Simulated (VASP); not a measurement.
An input for Quantum ESPRESSO's pw.x (written as the equivalent of a VASP run, and not itself run):

```
&CONTROL
  calculation = 'scf'
  pseudo_dir = './pseudo'
  outdir = './out'
  tprnfor = .true.
  tstress = .true.
/
&SYSTEM
  ibrav = 0
  nat = 4
  ntyp = 2
  ecutwfc = 84
  occupations = 'tetrahedra'
  input_dft = 'pw91'
/
&ELECTRONS
  conv_thr = 7.3e-09
  electron_maxstep = 100
/
ATOMIC_SPECIES
  Sn 118.710 Sn.upf
  O 15.999 O.upf
CELL_PARAMETERS angstrom
     3.8681047    0.0000000    0.0000000
     0.0000000    3.8681047    0.0000000
     0.0000000   -0.0000000    5.0052728
ATOMIC_POSITIONS crystal
  Sn   0.5000000  0.0000000  0.7680135
  Sn   0.0000000  0.5000000  0.2319865
  O    0.5000000  0.5000000  0.0000000
  O    1.0000000  1.0000000  0.0000000
K_POINTS automatic
  7 7 5 0 0 0
```

Question: Write the VASP files for the same calculation (PW91).

Answer: This is not unique; one that fits is 
### KPOINTS
```
K-points
0
G
  7 7 5
```

**INCAR**
```
ALGO = Normal
EDIFF = 1E-7
ENCUT = 520
GGA = 91
ISIF = 2
ISMEAR = -5
LASPH = .TRUE.
LCHARG = .TRUE.
LEFG = .TRUE.
LMAXMIX = 4
LORBIT = 11
LREAL = .FALSE.
LWAVE = .FALSE.
NEDOS = 601
NELM = 100
PREC = Accurate
SYSTEM = SnO
```

**POSCAR**
```
SnO
1
    3.8681047331     0.0000000000     0.0000000000
    0.0000000000     3.8681047331     0.0000000000
    0.0000000000    -0.0000000000     5.0052727951
Sn O
2 2
Direct
  0.5000000000   0.0000000000   0.7680135449
  0.0000000000   0.5000000000   0.2319864551
  0.5000000000   0.5000000000   0.0000000000
  1.0000000000   1.0000000000   0.0000000000
```

POTCAR, in this order: Sn_d O (PBE.64 set). Program: vasp_std.

Limits of the translation: the potentials are each code's own (VASP's PAW set, PseudoDojo norm-conserving files in pw.x), so ENCUT and ecutwfc are chosen apart and not converted; conv_thr bounds pw.x's estimated SCF error, while EDIFF bounds the energy change between steps; the field gradients of LEFG aren't asked of the other code.

The compound is SnO in the litharge structure. It was relaxed first, which changed the volume by +7 %.
